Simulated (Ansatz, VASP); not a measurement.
## Ni3Sn2O2 in two plane-wave programs

One calculation is typed for both programs; each brings its own data sets. How far apart do they land? The two relaxations start from unlike cells of this crystal (the structure described is Ansatz's start), so only their ends are compared.

Main program and level: Ansatz 0.2.0; plane waves, with VASP 6.6.1 beside it; PBEsol.

## (1) Set-up

The structure is trigonal, space group R-3m (No. 166). The conventional cell has a = 4.896 Å, b = 4.896 Å, c = 12.052 Å, α = 90.00°, β = 90.00°, γ = 120.00°. Nearest to Sn lie 6 Ni at 2.45 Å and 2 O at 2.61 Å. Sn has 6 Ni at 2.46 Å nearest. Nearest to Ni lie 2 O at 2.00 Å. Nearest to O lie 3 Ni at 2.00 Å and 1 Sn at 2.61 Å. Farther neighbours and most contacts between anions are not listed.

Coordinates:

```xyz
7
Lattice="2.4480 1.4134 4.0173 -2.4480 1.4134 4.0173 0.0000 -2.8267 4.0173" Properties=species:S:1:pos:R:3 pbc="T T T"
Sn    0.0000    0.0000    0.0000
Sn    0.0000    0.0000    6.0260
Ni    0.0000    1.4134    4.0173
Ni    1.2240   -0.7067    4.0173
Ni   -1.2240   -0.7067    4.0173
O     0.0000    0.0000    9.4443
O     0.0000    0.0000    2.6077
```

## (2) VASP: relaxation of cell and atoms, PBEsol

The relaxed volume is the usual yardstick between codes: in a stiff, nearly cubic crystal its relative difference is about their pressure difference at one cell divided by the bulk modulus.

Lines of VASP's logs that name or quote its potential files are left out, and so is its time.

File INCAR:

```
SYSTEM = Ni3Sn2O2
PREC = Accurate
ENCUT = 600
EDIFF = 1E-07
NELM = 200
ISMEAR = -1
SIGMA = 0.05
LREAL = .FALSE.
ALGO = Normal
GGA = PS
NBANDS = 46
ISPIN = 2
MAGMOM = 0 0 -0 -0 -0 -0 -0
LASPH = .TRUE.
LMAXMIX = 4
LORBIT = 11
LWAVE = .FALSE.
LCHARG = .FALSE.
ISIF = 3
IBRION = 2
NSW = 80
EDIFFG = -0.005
GGA_COMPAT = .FALSE.
NELMIN = 4
KPAR = 2
```

File POSCAR:

```
Ni3Sn2O2
1.0
    2.6647733426      1.5385070827      4.0410857195
   -2.6647733426      1.5385070827      4.0410857195
    0.0000000000     -3.0770152614      4.0410857228
Sn Ni O
2 3 2
Direct
    0.0000000000      0.0000000000      0.0000000000
    0.5000001004      0.5000001004      0.4999999236
    0.5000000000      0.5000000000      0.0000000000
    0.5000000000      0.0000000000      0.5000000000
    0.0000000000      0.5000000000      0.5000000000
    0.7579849607      0.7579849607      0.7579846836
    0.2420152402      0.2420152402      0.2420151636
```

File KPOINTS:

```
Automatic mesh
0
Gamma
7 7 7
0 0 0
```

PAW data sets: Sn_d, Ni and O (PBE family, release 64).

On the command line:

```
mpirun -np 2 vasp_std
```

Numbers of over 12 decimals in the logs are rounded to 6 here.

Log:

```text
[banner, memory and clock lines left out]
running    2 mpi-ranks, on    1 nodes
 distrk:  each k-point on    1 cores,    2 groups
 distr:  one band on    1 cores,    1 groups

 POSCAR found type information on POSCAR SnNiO
 POSCAR found :  3 types and       7 ions
|                                                                             |
|               ----> ADVICE to this user running VASP <----                  |
|                                                                             |
|     You enforced a specific xc type in the INCAR file but a different       |
|     [... a line on the potential file left out ...]
|     I HOPE YOU KNOW WHAT YOU ARE DOING!                                     |
|                                                                             |

 LDA part: xc-table for (Slater+PW92), standard interpolation
 POSCAR, INCAR and KPOINTS ok, starting setup
 FFT: planning ... GRIDC
 FFT: planning ... GRID_SOFT
 FFT: planning ... GRID
 WAVECAR not read
 entering main loop
       N       E                     dE             d eps       ncg     rms          rms(c)
DAV:   1     0.795044769677E+03    0.79504E+03   -0.34884E+04  8340   0.255E+03
DAV:   2     0.107555942148E+03   -0.68749E+03   -0.65415E+03  8096   0.626E+02
DAV:   3    -0.354067676156E+02   -0.14296E+03   -0.13658E+03  8598   0.239E+02
DAV:   4    -0.470995621182E+02   -0.11693E+02   -0.11482E+02  9018   0.703E+01
DAV:   5    -0.473957471523E+02   -0.29619E+00   -0.29588E+00  8902   0.116E+01    0.265E+01
DAV:   6    -0.545895168479E+02   -0.71938E+01   -0.78017E+01 11652   0.117E+02    0.372E+01
DAV:   7    -0.408371297374E+02    0.13752E+02   -0.28512E+01  9394   0.894E+01    0.656E+00
DAV:   8    -0.410349461654E+02   -0.19782E+00   -0.60713E+00 10328   0.162E+01    0.430E+00
DAV:   9    -0.409428735367E+02    0.92073E-01   -0.59312E-01  9588   0.101E+01    0.890E-01
DAV:  10    -0.409426991221E+02    0.17441E-03   -0.90752E-02  9806   0.291E+00    0.512E-01
DAV:  11    -0.409422076059E+02    0.49152E-03   -0.79890E-03 10990   0.830E-01    0.329E-01
DAV:  12    -0.409421093980E+02    0.98208E-04   -0.14098E-03 10988   0.455E-01    0.545E-02
DAV:  13    -0.409420651233E+02    0.44275E-04   -0.46033E-04 11008   0.228E-01    0.400E-02
DAV:  14    -0.409420588625E+02    0.62609E-05   -0.44797E-05 10732   0.794E-02    0.103E-02
DAV:  15    -0.409420596138E+02   -0.75139E-06   -0.10873E-05  9914   0.195E-02    0.539E-03
DAV:  16    -0.409420595872E+02    0.26641E-07   -0.91005E-07  8690   0.103E-02
   1 F= -.40942060E+02 E0= -.40930367E+02  d E =-.409421E+02  mag=     0.0000
 curvature:   0.00 expect dE= 0.000E+00 dE for cont linesearch  0.000E+00
 trial: gam= 0.00000 g(F)=  0.287E-05 g(S)=  0.359E-05 ort = 0.000E+00 (trialstep = 0.100E+01)
 search vector abs. value=  0.646E-05
 bond charge predicted
       N       E                     dE             d eps       ncg     rms          rms(c)
DAV:   1    -0.409421370390E+02   -0.77425E-04   -0.17821E-03  9856   0.403E-01    0.768E-02
DAV:   2    -0.409422080346E+02   -0.70996E-04   -0.10214E-03  9182   0.392E-01    0.105E-01
DAV:   3    -0.409420640014E+02    0.14403E-03   -0.44623E-04  9190   0.294E-01    0.207E-02
DAV:   4    -0.409420600289E+02    0.39726E-05   -0.17452E-05 10828   0.434E-02    0.798E-03
DAV:   5    -0.409420595884E+02    0.44046E-06   -0.23919E-06 11596   0.132E-02    0.207E-03
DAV:   6    -0.409420597042E+02   -0.11581E-06   -0.30568E-07  7378   0.541E-03    0.997E-04
DAV:   7    -0.409420597369E+02   -0.32727E-07   -0.42516E-08  4576   0.302E-03
   2 F= -.40942060E+02 E0= -.40930376E+02  d E =-.149738E-06  mag=    -0.0000
 trial-energy change:   -0.000000  1 .order    0.000001   -0.000006    0.000008
 step:   0.5348(harm=  0.4617)  dis= 0.00014  next Energy=   -40.942061 (dE=-0.183E-05)
 reached required accuracy - stopping structural energy minimisation
```

From OUTCAR (step 2):

```text
ion  position               nearest neighbor table
   1  0.000  0.000  0.000-   4 2.66   5 2.66   5 2.66   4 2.66   3 2.66   3 2.66   2 3.68   2 3.68
                             2 3.68   2 3.68   2 3.68   2 3.68
   2  0.500  0.500  0.500-   4 2.54   5 2.54   3 2.54   3 2.54   4 2.54   5 2.54   1 3.68   1 3.68
                             1 3.68   1 3.68   1 3.68   1 3.68
   3  0.500  0.500  0.000-   7 1.90   6 1.90   2 2.54   2 2.54   4 2.66   5 2.66   4 2.66   5 2.66
                             1 2.66   1 2.66
   4  0.500  0.000  0.500-   7 1.90   6 1.90   2 2.54   2 2.54   1 2.66   3 2.66   3 2.66   1 2.66
                             5 2.66   5 2.66
   5  0.000  0.500  0.500-   7 1.90   6 1.90   2 2.54   2 2.54   1 2.66   3 2.66   1 2.66   3 2.66
                             4 2.66   4 2.66
   6  0.758  0.758  0.758-   4 1.90   5 1.90   3 1.90
   7  0.242  0.242  0.242-   3 1.90   4 1.90   5 1.90

  LATTYP: Found a trigonal (rhomboedric) cell.
 ALAT       =     5.0792120258
 COS(alpha) =     0.4494993180

 Subroutine GETGRP returns: Found 12 space group operations
 (whereof 12 operations were pure point group operations)

The static configuration has the point symmetry D_3d.

 Found     44 irreducible k-points:

   k-points           NKPTS =     44   k-points in BZ     NKDIM =     44   number of bands    NBANDS=     46

   dimension x,y,z NGX =    42 NGY =   42 NGZ =   42
   dimension x,y,z NGXF=    84 NGYF=   84 NGZF=   84

   ENCUT  =  600.0 eV  44.10 Ry    6.64 a.u.  10.14 10.14 10.14*2*pi/ulx,y,z

   NELECT =      70.0000    total number of electrons

 k-points in reciprocal lattice and weights: Automatic mesh
   0.00000000  0.00000000  0.00000000       0.003
   0.14285714 -0.00000000  0.00000000       0.017
   0.28571429 -0.00000000  0.00000000       0.017
   0.42857143  0.00000000  0.00000000       0.017
   0.14285714  0.14285714  0.00000000       0.017
   0.28571429  0.14285714  0.00000000       0.035
   0.42857143  0.14285714  0.00000000       0.035
  -0.42857143  0.14285714  0.00000000       0.035
  -0.28571429  0.14285714 -0.00000000       0.035
[...]
0.42857143  0.42857143  0.42857143       0.006
  -0.42857143  0.42857143  0.42857143       0.017

 average (electrostatic) potential at core
       1 -98.8447       2 -98.8094       3 -83.3588       4 -83.3588       5 -83.3588
       6 -68.1443       7 -68.1443

 E-fermi :   8.0776

 spin component 1
 k-point     1 :       0.0000    0.0000    0.0000
  band No.  band energies     occupation
    ...
     33       6.5188      1.00000
     34       7.2024      1.00000
     35       7.8044      0.99579
     36       8.0025      0.81802
     37       8.0025      0.81802
     38       8.5232      0.00013
     39      10.4873      0.00000
     40      10.4873      0.00000
     41      11.2196      0.00000
     42      13.5799      0.00000
    ...

 k-point     2 :       0.1429   -0.0000    0.0000
  band No.  band energies     occupation
    ...
     32       6.5556      1.00000
     33       6.6479      1.00000
     34       7.2891      1.00000
     35       7.9302      0.95024
     36       8.0748      0.51418
     37       8.3887      0.00198
     38       8.7909      0.00000
     39      10.2337      0.00000
     40      10.3143      0.00000
     41      11.0505      0.00000
    ...

 k-point     3 :       0.2857   -0.0000    0.0000
  band No.  band energies     occupation
    ...
     31       6.6307      1.00000
     32       6.6943      1.00000
     33       6.9574      1.00000
     34       7.4820      0.99999
     35       7.9865      0.86099
     36       8.3726      0.00273
     37       8.5530      0.00007
     38       9.8368      0.00000
     39       9.9723      0.00000
     40      10.0239      0.00000
    ...

 k-point     4 :       0.4286    0.0000    0.0000
  band No.  band energies     occupation
    ...
     30       6.6146      1.00000
     31       6.6613      1.00000
     32       6.9277      1.00000
     33       7.0675      1.00000
     34       7.5819      0.99995
     35       8.1437      0.21055
     36       8.4331      0.00082
     37       8.8495      0.00000
     38       9.6117      0.00000
     39      10.0984      0.00000
    ...

 k-point     5 :       0.1429    0.1429    0.0000
  band No.  band energies     occupation
    ...
     31       6.4751      1.00000
     32       6.6022      1.00000
     33       6.6092      1.00000
     34       7.2773      1.00000
     35       8.0048      0.81110
     36       8.2861      0.01521
     37       8.3180      0.00810
     38       8.9958      0.00000
     39       9.7355      0.00000
     40      10.7445      0.00000
    ...

 k-point     6 :       0.2857    0.1429    0.0000
  band No.  band energies     occupation
    ...
     31       6.5974      1.00000
     32       6.6953      1.00000
     33       6.7968      1.00000
     34       7.4371      1.00000
     35       7.9205      0.95865
     36       8.4127      0.00123
     37       8.8638      0.00000
     38       9.2923      0.00000
     39       9.9638      0.00000
     40      10.7838      0.00000
    ...

  Total        0.0244562      0.0244562      0.0260216      0.0000000     -0.0000000     -0.0000000
  in kB        0.3942827      0.3942826      0.4195197      0.0000000     -0.0000000     -0.0000000
  external PRESSURE =       0.4026950 kB  Pullay stress =       0.0000000 kB

  energy-cutoff  :      600.00
  volume of cell :       99.38
      direct lattice vectors                 reciprocal lattice vectors
     2.664551730  1.538379135  4.040663114     0.187648825  0.108339111  0.082494720
    -2.664551730  1.538379135  4.040663114    -0.187648825  0.108339111  0.082494720
     0.000000000 -3.076759365  4.040663117     0.000000000 -0.216678221  0.082494691

 POSITION                                       TOTAL-FORCE (eV/Angst)
 -----------------------------------------------------------------------------------
      0.00000     -0.00000     12.12199        -0.000000     -0.000000     -0.000000
      0.00000     -0.00000      6.06100         0.000000      0.000000      0.000000
      0.00000     -1.53838      8.08133        -0.000000     -0.000000     -0.000000
     -1.33228      0.76919      8.08133        -0.000000     -0.000000     -0.000000
      1.33228      0.76919      8.08133        -0.000000     -0.000000     -0.000000
      0.00000      0.00000      9.18802        -0.000000     -0.000000      0.001418
      0.00000     -0.00000      2.93397         0.000000      0.000000     -0.001418
 -----------------------------------------------------------------------------------
    total drift:                               -0.000000     -0.001552     -0.001164

  FREE ENERGIE OF THE ION-ELECTRON SYSTEM (eV)
  ---------------------------------------------------
  free  energy   TOTEN  =       -40.9420597369 eV

  energy  without entropy=      -40.9186925607  energy(sigma->0) =      -40.93037615

 reached required accuracy - stopping structural energy minimisation

 total charge
# of ion       s       p       d       tot
------------------------------------------
    1        1.252   0.950  10.013  12.215
    2        1.216   1.128  10.039  12.384
    3        0.471   0.550   8.454   9.476
    4        0.471   0.550   8.454   9.476
    5        0.471   0.550   8.454   9.476
    6        1.564   3.340   0.000   4.904
    7        1.564   3.340   0.000   4.904
--------------------------------------------------
tot          7.009  10.409  45.415  62.834

 magnetization (x)
# of ion       s       p       d       tot
------------------------------------------
    1       -0.000  -0.000   0.000  -0.000
    2        0.000  -0.000   0.000  -0.000
    3        0.000  -0.000   0.000   0.000
    4        0.000  -0.000   0.000   0.000
    5        0.000  -0.000   0.000   0.000
    6       -0.000   0.000   0.000  -0.000
    7       -0.000   0.000   0.000  -0.000
--------------------------------------------------
tot         -0.000  -0.000   0.000  -0.000

[... 1 further part left out ...]
```

CONTCAR:

```
Ni3Sn2O2
   1.00000000000000
     2.6645517298740709    1.5383791346414382    4.0406631136072795
    -2.6645517298740709    1.5383791346414382    4.0406631136072795
     0.0000000000000000   -3.0767593650763914    4.0406631168630227
  Sn              Ni              O
     2     3     2
Direct
     1.0000000000000000    1.0000000000000000    1.0000000000000000
     0.5000001004000012    0.5000001004000012    0.4999999236000008
     0.5000000000000000    0.5000000000000000    1.0000000000000000
     0.5000000000000000    1.0000000000000000    0.5000000000000000
     1.0000000000000000    0.5000000000000000    0.5000000000000000
     0.7579632638029031    0.7579632638029031    0.7579629867029033
     0.2420369370970939    0.2420369370970939    0.2420368604970982
```

This run allows spin, but its moments start at zero, where symmetry between the spins tends to hold them, although Ni can carry a moment. The run keeps the 12 symmetry operations of its start, so it cannot find a distortion of lower symmetry.

(Part 1 of 2 ends here.)

[Lines on the potential files, build, host, timing and source positions are cut from VASP's logs without a mark.]

[Logs are printed without paths, hosts, clocks, repeated set-up lines and the standing remarks that a program may print on its own settings, such as how far it seeks lower states.]

[Hosts, paths, dates, database ids (printed as entryN), source tags and the programs' standing remarks are cut or masked in the printed files.]
